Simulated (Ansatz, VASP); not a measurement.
# Cross-check of CoSi2 between VASP and Ansatz, part 2 of 2

Wanted: the spread between two codes on one cell, functional and k mesh. The cell is taken from a series of runs on this material, whose earlier steps may have relaxed, scaled, displaced or heated it; both programs get it as it stands.

VASP 6.6.1 and Ansatz 0.2.0.

So far: The structure; VASP: zone-centre phonons, PBEsol.

### 3. Ansatz: zone-centre phonons, PBEsol

Level of this step: Ansatz beside VASP: Kohn-Sham DFT, plane waves, PBEsol (Ansatz).

Ansatz runs on its PAW soft_1 files.

The same cell, functional, mesh and smearing now go to Ansatz, which takes its cutoff from its data sets.

Input file input.yaml:

```yaml
crystal:
  lattice:
    - [0.0, 2.5834634076, 2.5834634076]
    - [2.5834634076, 0.0, 2.5834634076]
    - [2.5834634076, 2.5834634076, 0.0]
  atoms:
    - { symbol: Si, position: [0.25, 0.25, 0.25] }
    - { symbol: Si, position: [0.75, 0.75, 0.75] }
    - { symbol: Co, position: [0.0, 0.0, 0.0] }
kpoints:
  mp_grid: { grid: [16, 16, 16] }
hamiltonian:
  xc: pbesol
  pseudopotentials: { kind: paw, azcp: { folder: soft_1 }, xc_functional: pbe }
scf:
  occupations: { method: methfessel_paxton, width: 0.2 }
output:
  eigenvalues: true
phonons:
  method: dfpt
```

On the command line:

```bash
$ ansatz run input.yaml --threads 4 --pin off --max-ram 10240MiB --backend cpu --events-out ev --progress --plain --runs-dir out
```

Numbers of over 12 decimals in the logs are rounded to 6 here.

Log:

```text
zone centre: on kpoints.mp_grid the ground state, and the responses unless they are solved on pairs of k-points, stand on 349 of the mesh's 4096 k-points, reduced under 8 symmetry operations, with k and −k counted as one. Each operation leaves every solved displacement unchanged or reverses it
Engine: ansatz 0.2.0, x86_64-unknown-linux-gnu
Pseudopotentials: kind: paw
Pseudopotential: Si, paw, valence charge 4, recommended cutoff 420 eV (normal), soft_1/Si.paw.azcp
Pseudopotential: Co, paw, valence charge 17, recommended cutoff 420 eV (normal), soft_1/Co.paw.azcp
Functional definition: PBEsol
  exchange = pbesol_x
  correlation = pbesol_c
Crystal: 3 atoms, lattice volume = 34.486 Å³
Basis set: ecut = 420 eV, 645 PW (Γ), exchange–correlation on 50×50×50 points (8 copies of the dense FFT grid, shifted against one another)
Bands: 17, of which v1, the nominal top of the filled ones, is band 13 counted from 1 (12 counted from 0)
Symmetry: 48 space group operations
k-points: 349 of 4096 (irreducible under 8 space group operations, time reversal used)
Non-local potential: Si, projectors of the file, l = 0: 2, l = 1: 2, l = 2: 1
Non-local potential: Co, projectors of the file, l = 0: 3, l = 1: 2, l = 2: 3, l = 3: 1
PAW form: soft (Blöchl's): semilocal exchange-correlation on the pseudo side does not see the compensation charge
PAW frozen core: Si, regenerated for the run's functional, and the local potential with it (the file was generated under x = pbe(κ = 0.804, μ = 0.219515), c = pbe(β = 0.066725))
PAW frozen core: Co, regenerated for the run's functional, and the local potential with it (the file was generated under x = pbe(κ = 0.804, μ = 0.219515), c = pbe(β = 0.066725))
PAW one-centre angular grid: Si, 110 points (default); XC on 64 Gauss nodes
PAW one-centre angular grid: Co, 590 points (default); XC on 64 Gauss nodes
Initial density: superposition of atomic densities (chi_scale 0.1, normalization cell, long waves kept (reshape's long-wave potential 0.00 eV rms))
Initial wavefunctions: pseudopotential atomic-orbital guess
Functional: x = pbesol(κ = 0.804, μ = 0.123457), c = pbesol(β = 0.046)
SCF iter   1: F=—  HF=-6338.679218 eV  |F-HF|=—  |Δ(HF+E_count)|=         —  Δρ=1.30e-1  dr2=6.64e0  ethr=3.10e-3  ⟨swp⟩=5.1  Hψ=30447  notcnv=0
preconditioner: auto → Kerker (q_TF=auto, 2.586 Å⁻¹)  [metal: Δε(μ)=0.043 eV  Ē_g=9.513 eV  σ=0.200 eV  W_gap=0.18  n_scr=14 (ndim 8)  ℏωp=26.1 eV  f_vac=0.000  D(μ)=0.82/eV (n_scr^D=0)]
SCF iter   2: F=—  HF=-6338.032181 eV  |F-HF|=—  |Δ(HF+E_count)|=   6.47e-1  S|Δr|=    0.00e0  Δρ=5.96e-2  dr2=1.85e0  ethr=3.10e-3  ⟨swp⟩=2.7  Hψ=12245  notcnv=0  defer=79
SCF iter   3: F=—  HF=-6337.580435 eV  |F-HF|=—  |Δ(HF+E_count)|=   4.52e-1  S|Δr|=    0.00e0  Δρ=2.13e-2  dr2=2.11e-1  ethr=3.10e-3  ⟨swp⟩=2.2  Hψ=10350  notcnv=0  defer=79
SCF iter   4: F=—  HF=-6337.553207 eV  |F-HF|=—  |Δ(HF+E_count)|=   2.72e-2  S|Δr|=    0.00e0  Δρ=9.59e-3  dr2=2.23e-2  ethr=8.43e-4  ⟨swp⟩=1.4  Hψ=8847  notcnv=0  defer=75
SCF iter   5: F=—  HF=-6337.553037 eV  |F-HF|=—  |Δ(HF+E_count)|=   1.70e-4  S|Δr|=    0.00e0  Δρ=3.24e-3  dr2=4.54e-3  ethr=8.93e-5  ⟨swp⟩=1.1  Hψ=6114  notcnv=0  defer=75
SCF iter   6: F=—  HF=-6337.552385 eV  |F-HF|=—  |Δ(HF+E_count)|=   6.52e-4  S|Δr|=    0.00e0  Δρ=9.22e-4  dr2=4.40e-4  ethr=1.81e-5  ⟨swp⟩=1.0  Hψ=5920  notcnv=0  defer=75
SCF iter   7: F=—  HF=-6337.552341 eV  |F-HF|=—  |Δ(HF+E_count)|=   4.35e-5  S|Δr|=    0.00e0  Δρ=1.26e-4  dr2=9.17e-6  ethr=1.76e-6  ⟨swp⟩=2.2  Hψ=8858  notcnv=0  defer=75
SCF iter   8: F=—  HF=-6337.552339 eV  |F-HF|=—  |Δ(HF+E_count)|=   2.25e-6  S|Δr|=    0.00e0  Δρ=1.11e-5  dr2=5.51e-8  ethr=3.67e-8  ⟨swp⟩=2.2  Hψ=7673  notcnv=0  defer=75
SCF iter   9: F=—  HF=-6337.552340 eV  |F-HF|=—  |Δ(HF+E_count)|=   1.13e-6  S|Δr|=    0.00e0  Δρ=2.42e-6  dr2=1.89e-9  ethr=2.21e-10  ⟨swp⟩=2.0  Hψ=8845  notcnv=0  defer=75
SCF iter  10: F=-6337.552340 eV  HF=-6337.552340 eV  |F-HF|=7.28e-12  |Δ(HF+E_count)|=  2.47e-10  S|Δr|=    0.00e0  Δρ=1.75e-7  dr2=5.50e-12  ethr=1.00e-12  ⟨swp⟩=5.9  Hψ=31740  notcnv=0
SCF 1 converged in 10 iterations: F = -6337.552340 eV  dr2 = 5.50e-12
  greatest PAW one-centre occupation: 1.001 electrons in one spin orbital (limit 2), on the Co atom at site 2 (counted from 0), in its partial waves of l = 1
DFPT response loops at Γ: preconditioner auto → Kerker (q_TF=auto, 2.586 Å⁻¹) (partly filled bands, converged f_vac=0.000); β = 1.00, the filter's whole step (`scf.mixing.beta` (0.50) is not read by the response loops under this deck's `scf.mixing.preconditioner`; to damp them name `kerker` or `kerker_dos`, under which they read `scf.mixing.beta`, and type it under 1.00, their step now; both keys bind the ground state too); Broyden in place of MSR1
SCF converged after 10 iterations
Stability not checked: this state was not tested for a lower state beside it, because cold or Methfessel-Paxton smearing, or corrected tetrahedra, fill the levels in a way that the test cannot read (fill_not_monotonic; see scf.lower_state_search)
Free energy (F): -6337.552340 eV
Harris-Foulkes:  -6337.552340 eV  (|F-HF|=7.28e-12)
Internal energy: -6337.552953 eV  (E = F + TS)
E sigma→0 (E₀):  -6337.552493 eV
Entropy (-TS):   0.000612 eV (0.204 meV/atom)
Fermi energy:    14.574458 eV
--- Per-component energies (eV) ---
  E_band       = -247.721310
  E_kinetic    = 392.303008
  E_local      = -3786.706643  (includes V_loc(G=0)·N_el)
  E_nonlocal   = 483.420593
  E_hartree    = 1725.708125
  E_xc         = -211.541589
  E_vxc        = -224.713517  (∫ρ·V_xc dr)
  E_paw        = -2537.661301  (= ΣΔE_a)
  E_vpaw       = -563.441043  (= ΣTr[D̂ρ^β])
  E_aug_tail   = 0.000050  (compensation charges beyond the density's cutoff)
  E_ewald      = -2403.326736
  E_core_change = 0.251541  (= ΣΔE_core)
  E_smearing   = 0.000612  (= −TS)
  E_closure    = -0.000000  (closes the sum)
  Σ components = -6337.552340   (vs F -6337.552340, Δ=0.00e0)
--- Band table (eV; the first three rows and the last of 349) ---
  k-point 0: bands = [... 9 lower, 12.3002, 16.4930, 18.0336, 18.0336, 18.0336, 18.4904, 18.4904, 18.4904]
  k-point 1: bands = [... 9 lower, 12.2791, 16.4195, 17.1229, 17.6252, 17.6252, 18.9467, 18.9467, 19.5473]
  k-point 2: bands = [... 9 lower, 12.2260, 15.5208, 17.0637, 17.0700, 17.0700, 19.5063, 19.5063, 20.0589]
  k-point 348: bands = [... 9 lower, 11.9620, 12.3084, 12.8614, 13.8015, 18.7377, 18.7377, 20.4899, 21.5762]
--- Phonons (Γ-DFPT): 2 representative perturbations + reference, on 349 of 4096 k-points (Σ response iterations 6) ---
  k mesh reduced under 8 symmetry operations, with k and −k counted as one. Each operation leaves every solved displacement unchanged or reverses it
  ASR residual: 5.135e-5 → 0.000e0 eV/Å²; symmetrization residual: 4.401e-8 eV/Å²
  ASR residual per site (eV/Å²): 5.14e-5 5.14e-5 8.78e-6
  Γ frequencies (cm⁻¹): 0.00 0.00 0.00 400.43 400.43 400.43 400.53 400.53 400.53
  non-analytic LO–TO correction: not included (Born effective charges unavailable; polar crystals: no LO–TO splitting at Γ)
```

### 4. Side by side

Known differences besides the potentials themselves: the data sets hold 25 valence electrons in Ansatz (on its PAW soft_1 files) and 17 in VASP; the cutoff is 420 eV in Ansatz and 600 eV in VASP; Ansatz makes its cores anew for this functional, VASP keeps those of its PBE data sets. Total energies have different zeros and are not compared.

The two programs side by side:

| quantity | Ansatz | VASP | difference |
| --- | --- | --- | --- |
| optical mode 1 to 3 (cm⁻¹) | 400.4 | 401.7 | -0.31 % |
| optical mode 4 to 6 (cm⁻¹) | 400.5 | 403.1 | -0.63 % |

Modes are paired by rising frequency, not by their patterns, so a pair may set unlike modes beside each other; they are those without the splitting of longitudinal modes.

### 5. Outcome

| Property | Result |
| --- | --- |
| r.m.s. difference of the optical zone-centre modes, each program's sorted by frequency (zone-centre phonons, PBEsol) | 2.0 cm⁻¹ |
| difference in optical mode 4 to 6 (zone-centre phonons, PBEsol) | -0.6 % |

What this shows: The r.m.s. difference of the optical zone-centre modes, each program's sorted by frequency is 2.0 cm⁻¹ (zone-centre phonons, PBEsol). The data sets hold unlike numbers of valence electrons (25 in Ansatz and 17 in VASP), so part of the differences comes from the potentials. Among the rows given in per cent, the largest difference of the zone-centre phonons, PBEsol pair is in optical mode 4 to 6, -0.6 %. Such differences can come from data sets, numerical settings and the points named under the comparisons, not from the functional's error against experiment.

[Lines on the potential files, build, host, timing and source positions are cut from VASP's logs without a mark.]

[Logs are printed without paths, hosts, clocks, repeated set-up lines and the standing remarks that a program may print on its own settings, such as how far it seeks lower states.]

[Hosts, paths, dates, database ids (printed as entryN), source tags and the programs' standing remarks are cut or masked in the printed files.]
